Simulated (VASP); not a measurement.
Write the native input for VASP 6.6.1 that does the following.

| Property | Result |
| --- | --- |
| Task | single point |
| Functional | LDA |
| Potentials or basis | VASP PAW LDA potentials, release 64 (Si, Se, Mg) |
| Cutoff | 520 eV |
| k mesh | 4 × 4 × 4 |
| Occupations | gaussian, width 0.05 eV |
| Spin | no spin polarisation |
| Dipole correction | no |
| Further INCAR settings | ALGO = Normal; EDIFF = 1e-06; NBANDS = 16 |

The structure of Mg3SiSe lies in POSCAR:

```
Mg3SiSe
1.0
    4.8279431632      0.0000000000      0.0000000000
    0.0000000000      4.8279431632      0.0000000000
    0.0000000000      0.0000000000      4.8279431632
Si Se Mg
1 1 3
Direct
    0.0000000000      0.0000000000      0.0000000000
    0.5000000000      0.5000000000      0.5000000000
    0.5000000000      0.5000000000      0.0000000000
    0.5000000000      0.0000000000      0.5000000000
    0.0000000000      0.5000000000      0.5000000000
```

The cell comes from a database or a generator and needn't be the stable form of this composition.

The input as run:

INCAR

```
PREC = Accurate
ENCUT = 520
EDIFF = 1E-6
ISMEAR = 0
SIGMA = 0.05
LREAL = F
LASPH = T
NELM = 60
ALGO = Normal
ISIF = 2
LWAVE = F
LCHARG = F
NBANDS = 16
```

KPOINTS

```
Automatic mesh
0
Gamma
  4 4 4
```

Potentials or basis: VASP PAW LDA potentials, release 64 (Si, Se, Mg).

Command:

```bash
$ cat potpaw_LDA.64/Si/POTCAR potpaw_LDA.64/Se/POTCAR potpaw_LDA.64/Mg/POTCAR > POTCAR
$ mpirun -np 1 vasp_std > vasp.out
```

Results of the run:

* Pressure: -0.2 GPa
* Band gap on the k mesh: none (metal or under the smearing width)

It took 11 s on 1 thread of Intel(R) Xeon(R) Platinum 8375C CPU @ 2.90GHz (Ice Lake) (shared host), peak memory 0.18 GiB.
